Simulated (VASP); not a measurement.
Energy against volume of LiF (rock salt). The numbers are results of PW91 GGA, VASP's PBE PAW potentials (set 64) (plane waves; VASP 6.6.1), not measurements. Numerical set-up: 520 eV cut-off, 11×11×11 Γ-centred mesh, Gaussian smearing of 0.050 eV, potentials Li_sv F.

| V (Å³/atom) | E (eV/atom) |
|---|---|
| 8.085 | -4.85875 |
| 8.336 | -4.86129 |
| 8.586 | -4.86054 |
| 8.836 | -4.85700 |

Q: Fit these four points and predict the energy of the run at 7.835 Å³/atom.

A: A cubic in V^(−2/3), the third-order Birch-Murnaghan form, passes through the four points with V0 = 8.40 Å³/atom and B0 = 68 GPa, and gives -4.8524 eV/atom there. The run gave -4.8523 eV/atom, +0.0 meV/atom from the fit; all five points give B0 = 68 GPa.

The compound is LiF in the rock salt structure. It was relaxed first.
